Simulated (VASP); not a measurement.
Ge (diamond) relaxed at rising pressure, in one space group throughout; other phases were not tried. The pressures are those reached. All values below come from PBEsol GGA, VASP's PBE PAW potentials (set 64) (plane waves; VASP).

```csv
P (GPa),V (Å³/atom),k-mesh
0.01,22.803,11×11×11
4.86,21.394,8×8×8
9.93,20.383,8×8×8
20.00,18.883,9×9×9
29.95,17.804,9×9×9
```

A change of mesh leaves a small step in the series.

Problem. Fit an equation of state and predict the volume at 45.01 GPa.

Solution. Least squares on the third-order Birch-Murnaghan form, P = (3B0/2)(y⁷ − y⁵)[1 + (3/4)(B′ − 4)(y² − 1)] with y = (V0/V)^(1/3), gives V0 = 22.782 Å³/atom, B0 = 69 GPa and B′ = 4.6, and so 16.621 Å³/atom. The run gave 16.621 Å³/atom, +0.0 % from the fit.

Pressures at which the relaxation failed are left out.

The compound is Ge in the diamond structure.
